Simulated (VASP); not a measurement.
```yaml
crystal:
  lattice:
    - [0.00000, 2.78020, 2.78020]
    - [2.78020, 0.00000, 2.78020]
    - [2.78020, 2.78020, 0.00000]
  atoms:
    - { symbol: Ga, position: [0.00000, 0.00000, 0.00000] }
    - { symbol: P, position: [0.25000, 0.25000, 0.25000] }
```

Level of theory: PBE GGA, VASP's PBE PAW potentials (set 64) (plane waves; VASP 6.6.1). Run with 520 eV cut-off, 8×8×8 Γ-centred mesh, Gaussian smearing of 0.050 eV, potentials Ga_d P.

**Question.** What does the run give for the energy per atom (σ→0), pressure, band gap (on the k-mesh) with the smallest direct gap where there is one?

**Answer.** 
```yaml
band gap (on the k-mesh): 1.34 eV
smallest direct gap (on the k-mesh): 1.34 eV
energy per atom (σ→0): -4.559 eV/atom
pressure: -2.11 GPa
```

Only differences to runs with the same potentials and settings are physical.

The compound is GaP in the zinc blende structure. This cell is one point of a volume scan, at 1.03 of the reference volume.
